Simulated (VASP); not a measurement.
A run of VASP 6.6.1 is set up as follows.

INCAR

```
PREC = Accurate
ENCUT = 520
EDIFF = 1E-6
ISMEAR = 0
SIGMA = 0.1
LREAL = Auto
LASPH = T
NELM = 100
ALGO = Normal
ISIF = 2
LWAVE = F
LCHARG = F
NBANDS = 32
```

KPOINTS

```
Automatic mesh
0
Gamma
  4 4 3
```

Contents of POSCAR:

```
LiBe16
1.0
   -2.2900000000     -3.9663960000      0.0000000000
    3.4350000000     -1.9831980000      0.0000000000
    0.0000000000      0.0000000000      7.1768600000
Be Li
16 1
Direct
    0.7425518239      0.4925990325      0.0092289664
    0.5044200542      0.4240410260      0.2860171440
    0.7429125830      0.5043210524      0.5290022377
    0.5010147998      0.3547522246      0.7802852501
    0.4996402920     -0.0293769233     -0.0238488698
    0.2865033863      1.0122328252      0.2143459675
    0.5038098755     -0.0831386856      0.4716374570
    0.2431907758      0.8634771111      0.7229515415
    0.2410348823      0.4689149580      0.0339318309
   -0.0653455539      0.2858263993      0.2488769462
    0.2820188083      0.3337744021      0.5425790666
   -0.0024519915      0.3477956156      0.7679439198
   -0.0017594245     -0.0137840123     -0.0090340344
    0.7387831360      0.8348513483      0.2277266102
   -0.0644992738      0.0478205715      0.5141142505
    0.7433773058      0.8370940409      0.7510461400
    0.1154975333      0.6704656045      0.3746749971
```

Potentials or basis: VASP PAW LDA potentials, release 64 (Be, Li_sv).

Command:

```sh
$ cat potpaw_LDA.64/Be/POTCAR potpaw_LDA.64/Li_sv/POTCAR > POTCAR
$ mpirun -np 1 vasp_std > vasp.out
```

(1) What does it give for the largest force?

(2) Predict the band gap on the k mesh.

Answers

(1) 0.184 eV/Å.

(2) none (metal or under the smearing width).

Caveat: the k mesh is coarse (spacing up to 0.40 Å⁻¹), so the values aren't converged.
